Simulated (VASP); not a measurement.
A VASP calculation is set up with these files.

**INCAR**
```
ALGO = Normal
EDIFF = 1E-6
EDIFFG = -0.02
ENCUT = 500
IBRION = 2
ISIF = 3
ISMEAR = 0
LASPH = .True.
LCHARG = .False.
LMAXMIX = 4
LREAL = .False.
LWAVE = .False.
NELM = 100
NSW = 40
PREC = Accurate
PSTRESS = 100
SIGMA = 0.05
SYSTEM = CdSe
```

File KPOINTS:
```
Automatic mesh
0
Gamma
6 6 4
0 0 0
```

### POSCAR
```
CdSe
1
    2.0799795879    -3.6026301003     0.0000000000
    2.0799795879     3.6026301003     0.0000000000
    0.0000000000     0.0000000000     6.7872082645
Cd Se
2 2
Direct
  0.6666670000   0.3333330000   0.5000852991
  0.3333330000   0.6666670000   0.0000852991
  0.6666670000   0.3333330000   0.8759147009
  0.3333330000   0.6666670000   0.3759147009
```

POTCAR, in this order: Cd Se (LDA.64 set). Program: vasp_std.

Q: Write an equivalent input for Quantum ESPRESSO's pw.x.

A: One equivalent input (not run):
```
&CONTROL
  calculation = 'vc-relax'
  pseudo_dir = './pseudo'
  outdir = './out'
  tprnfor = .true.
  tstress = .true.
  nstep = 40
  forc_conv_thr = 0.00078
/
&SYSTEM
  ibrav = 0
  nat = 4
  ntyp = 2
  ecutwfc = 102
  occupations = 'smearing'
  smearing = 'gaussian'
  degauss = 0.003675
  input_dft = 'pz'
/
&ELECTRONS
  conv_thr = 7.3e-08
  electron_maxstep = 100
/
&IONS
/
&CELL
  press = 100
/
ATOMIC_SPECIES
  Cd 112.414 Cd.upf
  Se 78.971 Se.upf
CELL_PARAMETERS angstrom
     2.0799796   -3.6026301    0.0000000
     2.0799796    3.6026301    0.0000000
     0.0000000    0.0000000    6.7872083
ATOMIC_POSITIONS crystal
  Cd   0.6666670  0.3333330  0.5000853
  Cd   0.3333330  0.6666670  0.0000853
  Se   0.6666670  0.3333330  0.8759147
  Se   0.3333330  0.6666670  0.3759147
K_POINTS automatic
  6 6 4 0 0 0
```
Limits of the translation: the potentials are each code's own (VASP's PAW set, PseudoDojo norm-conserving files in pw.x), so ENCUT and ecutwfc are chosen apart and not converted; conv_thr bounds pw.x's estimated SCF error, while EDIFF bounds the energy change between steps; forc_conv_thr acts on force components and is met together with etot_conv_thr.

The compound is CdSe in the wurtzite structure. This run relaxes it under an external pressure of 10 GPa. Symmetry was kept, so distortions that lower it aren't found.
